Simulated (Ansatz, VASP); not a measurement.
**Cross-check of SnSe2 between VASP and Ansatz**

Aim: how closely do two programs agree when they are given the same cell, functional and k mesh? Of the first pair: The cell is taken from a series of runs on this material, whose earlier steps may have relaxed, scaled, displaced or heated it; both programs get it as it stands.

Method: plane waves, with VASP 6.6.1 beside it; relaxation of cell and atoms at PBE and elastic constants at PBE, in Ansatz 0.2.0.

**1. The starting structure**

It takes space group P-3m1 (No. 164, trigonal). The conventional cell has a = 3.872 Å, b = 3.872 Å, c = 6.994 Å, α = 90.00°, β = 90.00°, γ = 120.00°. Nearest to Sn lie 6 Se at 2.75 Å. Nearest to Se lie 3 Sn at 2.75 Å. Farther neighbours and most contacts between anions are not listed.

Structure file:

```xyz
3
Lattice="3.8718 0.0000 0.0000 -1.9359 3.3530 0.0000 0.0000 0.0000 6.9941" Properties=species:S:1:pos:R:3 pbc="T T T"
Sn    0.0000    0.0000    0.0000
Se    0.0000    2.2354    1.5941
Se    1.9359    1.1177    5.4001
```

**2. VASP: relaxation of cell and atoms, PBE**

The relaxed volume is the usual yardstick between codes: in a stiff, nearly cubic crystal its relative difference is about their pressure difference at one cell divided by the bulk modulus.

Lines of VASP's logs that name or quote its potential files are left out, and so is its time.

The input, INCAR:

```
SYSTEM = SnSe2
PREC = Accurate
ENCUT = 500
EDIFF = 1E-07
NELM = 120
ISMEAR = 0
SIGMA = 0.01
LREAL = .FALSE.
ALGO = Normal
GGA = PE
NBANDS = 19
LORBIT = 11
LWAVE = .FALSE.
LCHARG = .FALSE.
ISIF = 3
IBRION = 2
NSW = 80
EDIFFG = -0.005
LASPH = .TRUE.
GGA_COMPAT = .FALSE.
NELMIN = 4
EFERMI = MIDGAP
KPAR = 2
```

The input, POSCAR:

```
SnSe2
1.0
    3.8717550000      0.0000000000      0.0000000000
   -1.9358770000      3.3530380000      0.0000000000
    0.0000000000      0.0000000000      6.9941090000
Sn Se
1 2
Direct
    0.0000000000      0.0000000000      0.0000000000
    0.3333332969      0.6666667661      0.2279138057
    0.6666664448      0.3333332339      0.7720861943
```

The input, KPOINTS:

```
Automatic mesh
0
Gamma
9 9 4
0 0 0
```

Potentials, in the order of the species: Sn_d and Se (PBE family, release 64).

The run is started by

```sh
$ mpirun -np 2 vasp_std
```

Numbers of over 12 decimals in the logs are rounded to 6 here.

The program printed:

```text
[banner, memory and clock lines left out]
running    2 mpi-ranks, on    1 nodes
 distrk:  each k-point on    1 cores,    2 groups
 distr:  one band on    1 cores,    1 groups

 POSCAR found type information on POSCAR SnSe
 POSCAR found :  2 types and       3 ions
 LDA part: xc-table for (Slater+PW92), standard interpolation
 POSCAR, INCAR and KPOINTS ok, starting setup
 FFT: planning ... GRIDC
 FFT: planning ... GRID_SOFT
 FFT: planning ... GRID
 WAVECAR not read
 entering main loop
       N       E                     dE             d eps       ncg     rms          rms(c)
DAV:   1     0.199547351396E+03    0.19955E+03   -0.11794E+04  1640   0.142E+03
DAV:   2     0.990814760893E+01   -0.18964E+03   -0.18397E+03  1873   0.362E+02
DAV:   3    -0.113586480679E+02   -0.21267E+02   -0.20805E+02  1966   0.113E+02
DAV:   4    -0.121276138813E+02   -0.76897E+00   -0.76747E+00  2003   0.232E+01
DAV:   5    -0.121460508619E+02   -0.18437E-01   -0.18436E-01  2246   0.364E+00    0.467E+00
DAV:   6    -0.118888947339E+02    0.25716E+00   -0.57909E-01  2473   0.775E+00    0.301E+00
DAV:   7    -0.118734594082E+02    0.15435E-01   -0.15499E-01  1875   0.248E+00    0.974E-01
DAV:   8    -0.118733028808E+02    0.15653E-03   -0.12844E-02  2028   0.105E+00    0.263E-01
DAV:   9    -0.118738495275E+02   -0.54665E-03   -0.15309E-03  1817   0.319E-01    0.830E-02
DAV:  10    -0.118738702274E+02   -0.20700E-04   -0.12961E-04  2287   0.803E-02    0.326E-02
DAV:  11    -0.118739046382E+02   -0.34411E-04   -0.52744E-05  1727   0.422E-02    0.978E-03
DAV:  12    -0.118739043799E+02    0.25833E-06   -0.34142E-06  2150   0.126E-02    0.726E-03
DAV:  13    -0.118739053648E+02   -0.98492E-06   -0.26981E-06  1742   0.863E-03    0.250E-03
DAV:  14    -0.118739055087E+02   -0.14385E-06   -0.70308E-08  1677   0.179E-03    0.912E-04
DAV:  15    -0.118739055488E+02   -0.40096E-07   -0.50684E-08  1382   0.145E-03
   1 F= -.11873906E+02 E0= -.11873906E+02  d E =-.118739E+02
 curvature:   0.00 expect dE= 0.000E+00 dE for cont linesearch  0.000E+00
 trial: gam= 0.00000 g(F)=  0.278E-04 g(S)=  0.779E-04 ort = 0.000E+00 (trialstep = 0.100E+01)
 search vector abs. value=  0.106E-03
 bond charge predicted
       N       E                     dE             d eps       ncg     rms          rms(c)
DAV:   1    -0.118745519471E+02   -0.64644E-03   -0.15161E-02  2083   0.173E+00    0.138E-01
DAV:   2    -0.118740736694E+02    0.47828E-03   -0.89919E-04  2168   0.462E-01    0.639E-02
DAV:   3    -0.118739274923E+02    0.14618E-03   -0.40235E-04  2167   0.281E-01    0.123E-02
DAV:   4    -0.118739229359E+02    0.45564E-05   -0.19182E-05  1780   0.416E-02    0.750E-03
DAV:   5    -0.118739193251E+02    0.36108E-05   -0.23248E-06  2230   0.125E-02    0.179E-03
DAV:   6    -0.118739191587E+02    0.16649E-06   -0.14069E-07  1393   0.324E-03    0.829E-04
DAV:   7    -0.118739191045E+02    0.54180E-07   -0.38857E-08  1183   0.156E-03
   2 F= -.11873919E+02 E0= -.11873919E+02  d E =-.135557E-04
 trial-energy change:   -0.000014  1 .order   -0.000018   -0.000106    0.000070
 step:   0.5652(harm=  0.6026)  dis= 0.00046  next Energy=   -11.873935 (dE=-0.291E-04)
 bond charge predicted
       N       E                     dE             d eps       ncg     rms          rms(c)
DAV:   1    -0.118740520007E+02   -0.13284E-03   -0.28622E-03  2071   0.749E-01    0.602E-02
DAV:   2    -0.118739599567E+02    0.92044E-04   -0.17031E-04  2168   0.201E-01    0.278E-02
DAV:   3    -0.118739339147E+02    0.26042E-04   -0.75799E-05  2155   0.122E-01    0.540E-03
DAV:   4    -0.118739343413E+02   -0.42668E-06   -0.36145E-06  1780   0.180E-02    0.328E-03
DAV:   5    -0.118739348369E+02   -0.49556E-06   -0.43266E-07  2007   0.542E-03    0.773E-04
DAV:   6    -0.118739349160E+02   -0.79112E-07   -0.27894E-08   985   0.149E-03
   3 F= -.11873935E+02 E0= -.11873935E+02  d E =-.293672E-04
 curvature:  -0.30 expect dE=-0.356E-06 dE for cont linesearch -0.995E-07
 trial: gam=-0.04486 g(F)=  0.803E-06 g(S)=  0.388E-06 ort = 0.594E-05 (trialstep = 0.913E+00)
 search vector abs. value=  0.871E-06
 reached required accuracy - stopping structural energy minimisation
```

OUTCAR, selected parts (step 2):

```text
ion  position               nearest neighbor table
   1  0.000  0.000  0.000-   2 2.75   3 2.75   2 2.75   3 2.75   3 2.75   2 2.75
   2  0.333  0.667  0.228-   1 2.75   1 2.75   1 2.75
   3  0.667  0.333  0.772-   1 2.75   1 2.75   1 2.75

  LATTYP: Found a hexagonal cell.
 ALAT       =     3.8717550000
 C/A-ratio  =     1.8064441061

 Subroutine GETGRP returns: Found 12 space group operations
 (whereof 12 operations were pure point group operations)

The static configuration has the point symmetry D_3d.

 Found     43 irreducible k-points:

   k-points           NKPTS =     43   k-points in BZ     NKDIM =     43   number of bands    NBANDS=     19

   dimension x,y,z NGX =    28 NGY =   28 NGZ =   54
   dimension x,y,z NGXF=    56 NGYF=   56 NGZF=  108

   ENCUT  =  500.0 eV  36.75 Ry    6.06 a.u.   7.06  7.06 12.75*2*pi/ulx,y,z

   NELECT =      26.0000    total number of electrons

 k-points in reciprocal lattice and weights: Automatic mesh
   0.00000000  0.00000000  0.00000000       0.003
   0.11111111  0.00000000  0.00000000       0.019
   0.22222222 -0.00000000  0.00000000       0.019
   0.33333333  0.00000000  0.00000000       0.019
   0.44444444 -0.00000000  0.00000000       0.019
   0.11111111  0.11111111  0.00000000       0.019
   0.22222222  0.11111111  0.00000000       0.037
   0.33333333  0.11111111  0.00000000       0.037
   0.44444444  0.11111111  0.00000000       0.019
[...]
0.33333333  0.22222222  0.50000000       0.037
   0.33333333  0.33333333  0.50000000       0.006

 average (electrostatic) potential at core
       1-104.2074       2 -54.8494       3 -54.8494

 E-fermi :   2.9088

 k-point     1 :       0.0000    0.0000    0.0000
  band No.  band energies     occupation
    ...
      9       2.0033      2.00000
     10       2.0592      2.00000
     11       2.0592      2.00000
     12       2.4078      2.00000
     13       2.4078      2.00000
     14       3.6146      0.00000
     15       5.6088      0.00000
     16       7.1087      0.00000
     17       7.1087      0.00000
     18       9.7074      0.00000
    ...

 k-point     2 :       0.1111    0.0000    0.0000
  band No.  band energies     occupation
    ...
      9       1.0247      2.00000
     10       1.6814      2.00000
     11       1.7581      2.00000
     12       2.0878      2.00000
     13       2.5197      2.00000
     14       4.3470      0.00000
     15       6.1825      0.00000
     16       6.8849      0.00000
     17       7.3562      0.00000
     18      10.1847      0.00000
    ...

 k-point     3 :       0.2222   -0.0000    0.0000
  band No.  band energies     occupation
    ...
      9      -0.2663      2.00000
     10       0.7894      2.00000
     11       1.1088      2.00000
     12       2.0871      2.00000
     13       2.4868      2.00000
     14       4.5009      0.00000
     15       6.3126      0.00000
     16       7.8178      0.00000
     17       7.8253      0.00000
     18       9.4122      0.00000
    ...

  Total       -0.0019213     -0.0019213      0.0040923     -0.0000000      0.0000000     -0.0000000
  in kB       -0.0338649     -0.0338649      0.0721319     -0.0000000      0.0000000     -0.0000000
  external PRESSURE =       0.0014674 kB  Pullay stress =       0.0000000 kB

  energy-cutoff  :      500.00
  volume of cell :       90.90
      direct lattice vectors                 reciprocal lattice vectors
     3.872952259  0.000000000  0.000000000     0.258200962  0.149072365 -0.000000000
    -1.936475629  3.354074857  0.000000000    -0.000000000  0.298144807  0.000000000
     0.000000000  0.000000000  6.997306927     0.000000000  0.000000000  0.142912125

 POSITION                                       TOTAL-FORCE (eV/Angst)
 -----------------------------------------------------------------------------------
      0.00000      0.00000      0.00000        -0.000000      0.000000      0.000000
     -0.00000      2.23605      1.59525        -0.000000      0.000000      0.002884
      1.93648      1.11802      5.40206         0.000000     -0.000000     -0.002884
 -----------------------------------------------------------------------------------
    total drift:                                0.000350     -0.000000     -0.000000

  FREE ENERGIE OF THE ION-ELECTRON SYSTEM (eV)
  ---------------------------------------------------
  free  energy   TOTEN  =       -11.8739349160 eV

  energy  without entropy=      -11.8739349160  energy(sigma->0) =      -11.87393492

 reached required accuracy - stopping structural energy minimisation

 total charge
# of ion       s       p       d       tot
------------------------------------------
    1        1.061   0.983  10.084  12.128
    2        1.483   2.295   0.023   3.802
    3        1.483   2.295   0.023   3.802
--------------------------------------------------
tot          4.028   5.573  10.131  19.732

[... 3 further parts left out ...]
```

CONTCAR:

```
SnSe2
   1.00000000000000
     3.8729522592340362    0.0000000001785335    0.0000000000000000
    -1.9364756293077892    3.3540748566486340    0.0000000000000000
     0.0000000000000000    0.0000000000000000    6.9973069272605812
  Sn              Se
     1     2
Direct
     0.0000000000000000    0.0000000000000000    0.0000000000000000
     0.3333332969000011    0.6666667661000005    0.2279800794842028
     0.6666664448000006    0.3333332338999995    0.7720199205157972
```

The run keeps the 12 symmetry operations of its start, so it cannot find a distortion of lower symmetry.

**3. Ansatz: relaxation of cell and atoms, PBE**

Ansatz runs on its PAW soft_1 files.

The same cell, functional and mesh now go to Ansatz, which takes its cutoff from its data sets.

The input, input.yaml:

```yaml
crystal:
  lattice:
    - [3.8717545235, 0.0, 0.0]
    - [-1.9358772618, 3.3530377745, 0.0]
    - [0.0, 0.0, 6.9941085311]
  atoms:
    - { symbol: Sn, position: [0.0, 0.0, 0.0] }
    - { symbol: Se, position: [0.3333333333, 0.6666666667, 0.2279137664] }
    - { symbol: Se, position: [0.6666666667, 0.3333333333, 0.7720862336] }
kpoints:
  mp_grid: { grid: [9, 9, 4] }
hamiltonian:
  xc: pbe
  pseudopotentials: { kind: paw, azcp: { folder: soft_1 } }
scf:
  occupations: { method: fixed }
output:
  forces: true
  stress: true
  eigenvalues: true
relax:
  adjacent_minimum: "off"
  f_tol: 0.001
  max_steps: 60
  cell: { stress_tol: 0.01 }
```

The run is started by

```sh
$ ansatz run input.yaml --threads 4 --pin off --max-ram 8192MiB --backend cpu --events-out ev --progress --plain --runs-dir out
```

The program printed:

```text
Engine: ansatz 0.2.0, aarch64-unknown-linux-gnu
Pseudopotentials: kind: paw
Pseudopotential: Sn, paw, valence charge 14, recommended cutoff 420 eV (normal), soft_1/Sn.paw.azcp
Pseudopotential: Se, paw, valence charge 16, recommended cutoff 420 eV (normal), soft_1/Se.paw.azcp
Functional definition: PBE
  parameter kappa = 0.804
  parameter beta = 0.066725
  exchange = pbe_x(kappa = kappa, mu = beta*pi^2/3)
  correlation = pbe_c(beta = beta)
Crystal: 3 atoms, lattice volume = 90.798 Å³
Basis set: ecut = 420 eV, 1787 PW (Γ), exchange–correlation on 54×54×96 points (8 copies of the dense FFT grid, shifted against one another)
Bands: 28, of which v1, the nominal top of the filled ones, is band 23 counted from 1 (22 counted from 0)
Symmetry: 12 space group operations
Space group: P-3m1 (ITA 164), of the structure as read, at distance tolerance 4.5e-5 Å
k-points: 43 of 324
Non-local potential: Sn, projectors of the file, l = 0: 2, l = 1: 2, l = 2: 2, l = 3: 1
Non-local potential: Se, projectors of the file, l = 0: 2, l = 1: 2, l = 2: 3, l = 3: 1
PAW form: soft (Blöchl's): semilocal exchange-correlation on the pseudo side does not see the compensation charge
PAW one-centre angular grid: Sn, 590 points (default); XC on 64 Gauss nodes
PAW one-centre angular grid: Se, 590 points (default); XC on 64 Gauss nodes
Initial density: superposition of atomic densities (chi_scale 0.1, normalization cell, long waves kept (reshape's long-wave potential 0.16 eV rms))
Initial wavefunctions: pseudopotential atomic-orbital guess
Functional: x = pbe(κ = 0.804, μ = 0.219515), c = pbe(β = 0.066725)
SCF iter   1: F=—  HF=-16963.876776 eV  |F-HF|=—  |Δ(HF+E_count)|=         —  Δρ=2.96e-2  dr2=1.59e0  ethr=3.10e-3  ⟨swp⟩=4.8  Hψ=4407  notcnv=0  defer=124
preconditioner: auto → Resta (q_TF=auto, 2.436 Å⁻¹)  ε∞=3.6  [insulator: Δε(μ)=0.664 eV  Ē_g=9.583 eV  n_scr=22 (ndim 8)  ℏωp=15.6 eV  f_vac=0.169  ε∞_Penn≈3.6]
SCF iter   2: F=—  HF=-16963.537722 eV  |F-HF|=—  |Δ(HF+E_count)|=   3.39e-1  Δρ=1.47e-2  dr2=2.13e-1  ethr=3.10e-3  ⟨swp⟩=2.0  Hψ=1741  notcnv=0  defer=47
SCF iter   3: F=—  HF=-16963.493834 eV  |F-HF|=—  |Δ(HF+E_count)|=   4.39e-2  Δρ=4.95e-3  dr2=1.89e-2  ethr=4.63e-4  ⟨swp⟩=2.0  Hψ=1436  notcnv=0  defer=122
SCF iter   4: F=—  HF=-16963.493604 eV  |F-HF|=—  |Δ(HF+E_count)|=   2.30e-4  Δρ=9.30e-4  dr2=1.33e-3  ethr=4.12e-5  ⟨swp⟩=2.0  Hψ=2207  notcnv=0  defer=126
SCF iter   5: F=—  HF=-16963.493815 eV  |F-HF|=—  |Δ(HF+E_count)|=   2.11e-4  Δρ=4.75e-4  dr2=2.35e-4  ethr=2.88e-6  ⟨swp⟩=2.0  Hψ=2239  notcnv=0  defer=126
SCF iter   6: F=—  HF=-16963.494173 eV  |F-HF|=—  |Δ(HF+E_count)|=   3.58e-4  Δρ=1.15e-4  dr2=1.69e-5  ethr=5.10e-7  ⟨swp⟩=3.0  Hψ=2243  notcnv=0  defer=126
SCF iter   7: F=—  HF=-16963.494195 eV  |F-HF|=—  |Δ(HF+E_count)|=   2.20e-5  Δρ=4.05e-5  dr2=1.45e-6  ethr=3.68e-8  ⟨swp⟩=3.0  Hψ=2425  notcnv=0  defer=56
SCF iter   8: F=—  HF=-16963.494202 eV  |F-HF|=—  |Δ(HF+E_count)|=   6.66e-6  Δρ=6.74e-6  dr2=1.20e-7  ethr=3.15e-9  ⟨swp⟩=2.3  Hψ=1517  notcnv=0  defer=83
SCF iter   9: F=-16963.494202 eV  HF=-16963.494202 eV  |F-HF|=3.04e-8  |Δ(HF+E_count)|=   3.36e-7  Δρ=2.80e-6  dr2=1.00e-8  ethr=2.17e-10  ⟨swp⟩=11.2  Hψ=6000  notcnv=0
SCF 1 converged in 9 iterations: F = -16963.494202 eV  dr2 = 1.00e-8
  greatest PAW one-centre occupation: 1.000 electrons in one spin orbital (limit 2), on the Se atom at site 2 (counted from 0), in its partial waves of l = 2
relax step   1: F+E_penalty+E_count = -16963.49420210 eV  Δ(F+E_penalty+E_count) = +0.000e0 eV  max|allowed force component| = 3.742e-3 eV/Å  Δτ_max = 0.0000 Å  P = +0.016 GPa  Ω = 90.798 Å³  (9 SCF iters, dr2 threshold 1.00e-7 eV, accepted)
[...]
relax step   2: F+E_penalty+E_count = -16963.49419560 eV  Δ(F+E_penalty+E_count) = +6.500e-6 eV  max|allowed force component| = 8.448e-3 eV/Å  Δτ_max = 0.0012 Å  P = -0.018 GPa  Ω = 90.798 Å³  energy of the carried Pulay correction = +5.352e-8 eV  (5 SCF iters, dr2 threshold 1.82e-9 eV, rejected (line search))
[...]
relax step   3: F+E_penalty+E_count = -16963.49420334 eV  Δ(F+E_penalty+E_count) = -1.245e-6 eV  max|allowed force component| = 6.941e-6 eV/Å  Δτ_max = 0.0002 Å  P = +0.003 GPa  Ω = 90.813 Å³  energy of the carried Pulay correction = -7.930e-7 eV  (8 SCF iters, accepted)
[...]
relax step   4: F+E_penalty+E_count = -16963.49420343 eV  Δ(F+E_penalty+E_count) = -9.286e-8 eV  max|allowed force component| = 7.227e-6 eV/Å  Δτ_max = 0.0000 Å  P = +0.003 GPa  Ω = 90.813 Å³  stress off target by 5.73e-3 GPa  SCF on the basis re-selected at this cell (its energy is not comparable with the rows above)  (7 SCF iters)
basis re-selected at this cell: Δ(F+E_penalty+E_count) = -9.286e-8 eV, ΔP = -0.000 GPa vs the last step (what re-selecting the basis moved, of the pressure what is left beyond the Pulay correction that the steps carried, after the strain that the cell walked since its last selection, with what the two solves' SCF thresholds leave and, on support functions, any second-order correction that the steps lacked; it is no m [...]
SCF converged after 7 iterations
Free energy (F): -16963.494203 eV
Harris-Foulkes:  -16963.494203 eV  (|F-HF|=3.64e-12)
Internal energy: -16963.494203 eV  (E = F + TS)
E sigma→0 (E₀):  -16963.494203 eV
Fermi energy:    5.691481 eV
--- Per-component energies (eV) ---
  E_band       = -960.404572
  E_kinetic    = 388.284470
  E_local      = -7648.105600  (includes V_loc(G=0)·N_el)
  E_nonlocal   = -563.629719
  E_hartree    = 3912.762898
  E_xc         = -294.664001
  E_vxc        = -259.251159  (∫ρ·V_xc dr)
  E_paw        = -8631.797445  (= ΣΔE_a)
  E_vpaw       = -703.227918  (= ΣTr[D̂ρ^β])
  E_aug_tail   = -0.000464  (compensation charges beyond the density's cutoff)
  E_ewald      = -4126.344343
  E_smearing   = -0.000000  (= −TS)
  E_closure    = 0.000000  (closes the sum)
  Σ components = -16963.494203   (vs F -16963.494203, Δ=0.00e0)
--- Forces (eV/Å), atoms counted from 1 ---
  atom   1  Sn     0.00000000     0.00000000     0.00000000
  atom   2  Se     0.00000000    -0.00000000    -0.00000723
  atom   3  Se    -0.00000000     0.00000000     0.00000723
  max |Σ_I F_I| component: 1.16e-18 eV/Å
--- Stress (GPa, compression-positive) ---
        0.000989       0.000000       0.000000
        0.000000       0.000989      -0.000000
        0.000000      -0.000000       0.005732
  P = ⅓ Tr σ = 0.0026 GPa (0.026 kbar)
--- Band table (eV; the first three rows and the last of 43) ---
  k-point 0: bands = [... 19 lower, 5.2192, 5.2192, 5.5673, 5.5673, 6.7818, 8.7758, 10.2760, 10.2760, ... 1 higher]
  k-point 1: bands = [... 19 lower, 5.2071, 5.2071, 5.5863, 5.5863, 7.2870, 8.7438, 10.2394, 10.2394, ... 1 higher]
  k-point 2: bands = [... 19 lower, 5.1960, 5.1960, 5.6043, 5.6043, 7.6691, 8.6936, 10.2036, 10.2036, ... 1 higher]
  k-point 42: bands = [... 19 lower, 2.0918, 2.4940, 5.0936, 5.0936, 7.6762, 10.4849, 10.4849, 11.9109, ... 1 higher]
--- Relaxed structure (3 steps of the walk, 2 accepted, 1 SCFs on fresh bases) ---
  F+E_penalty+E_count = -16963.49420343 eV   max|allowed force component| = 7.227e-6 eV/Å   (the final SCF, on the basis selected at the relaxed cell)
  cell:  # Å, volume = 90.8131 Å³
    - [3.871788, 2.8867707163612713e-11, 0]
    - [-1.935894, 3.353066, 0]
    - [0, 0, 6.995112]
  atoms:
    - { symbol: Sn, position: [0, 0, 0] }
    - { symbol: Se, position: [0.333333, 0.666667, 0.227939] }
    - { symbol: Se, position: [0.666667, 0.333333, 0.772061] }
```

**4. Differences**

Known differences besides the potentials themselves: fixed occupations in Ansatz, narrow Gaussian smearing in VASP; the data sets hold 46 valence electrons in Ansatz (on its PAW soft_1 files) and 26 in VASP; the cutoff is 420 eV in Ansatz and 500 eV in VASP; Ansatz adds a Pulay correction to the stress that steers its cell, VASP none. Total energies have different zeros and are not compared.

Compared:

```
                                         quantity  Ansatz   VASP  difference
                                      volume (Å³)   90.81  90.90     -0.09 %
edge a after relaxation, in the typed setting (Å)   3.872  3.873     -0.03 %
edge c after relaxation, in the typed setting (Å)   6.995  6.997     -0.03 %
```

(Part 1 of 2 ends here.)

[Lines on the potential files, build, host, timing and source positions are cut from VASP's logs without a mark.]

[Logs are printed without paths, hosts, clocks, repeated set-up lines and the standing remarks that a program may print on its own settings, such as how far it seeks lower states.]

[Hosts, paths, dates, database ids (printed as entryN), source tags and the programs' standing remarks are cut or masked in the printed files.]
